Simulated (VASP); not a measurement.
Data:

```
Cu3P
1.0
    3.97501     0.00000     0.00000
   -1.98751     3.44246     0.00000
    0.00000     0.00000     7.16691
Cu P
6 2
Direct
  0.33333   0.66667   0.60934
  0.66667   0.33333   0.39066
  0.33333   0.66667   0.96128
  0.66667   0.33333   0.03872
  0.00000   0.00000   0.81167
  0.00000   0.00000   0.18833
  0.66667   0.33333   0.71632
  0.33333   0.66667   0.28368
```

Computed with PBEsol GGA, VASP's PBE PAW potentials (set 64) (plane waves; VASP). Numerical set-up: 400 eV cut-off, 10×10×5 Γ-centred mesh, tetrahedra with Blöchl corrections, potentials Cu P.

The cores are frozen, which limits the accuracy of field gradients.

Task: Give the principal components of the electric field gradient (V/Å²) and the asymmetry η at each nucleus.

Result: 
```json
[
 {"atom": "Cu1", "Vxx": "1.9", "Vyy": "1.9", "Vzz": "-3.8", "η": "0.00"},
 {"atom": "Cu2", "Vxx": "1.9", "Vyy": "1.9", "Vzz": "-3.8", "η": "0.00"},
 {"atom": "Cu3", "Vxx": "-11.0", "Vyy": "-11.0", "Vzz": "22.0", "η": "0.00"},
 {"atom": "Cu4", "Vxx": "-11.0", "Vyy": "-11.0", "Vzz": "22.0", "η": "0.00"},
 {"atom": "Cu5", "Vxx": "-5.3", "Vyy": "-5.3", "Vzz": "10.6", "η": "0.00"},
 {"atom": "Cu6", "Vxx": "-5.3", "Vyy": "-5.3", "Vzz": "10.6", "η": "0.00"},
 {"atom": "P7", "Vxx": "-2.8", "Vyy": "-2.8", "Vzz": "5.6", "η": "0.00"},
 {"atom": "P8", "Vxx": "-2.8", "Vyy": "-2.8", "Vzz": "5.6", "η": "0.00"}
]
```

The structure comes from a computed database's Cu3P entry (P-3m1); how it stands against other phases isn't given here. It was relaxed first.
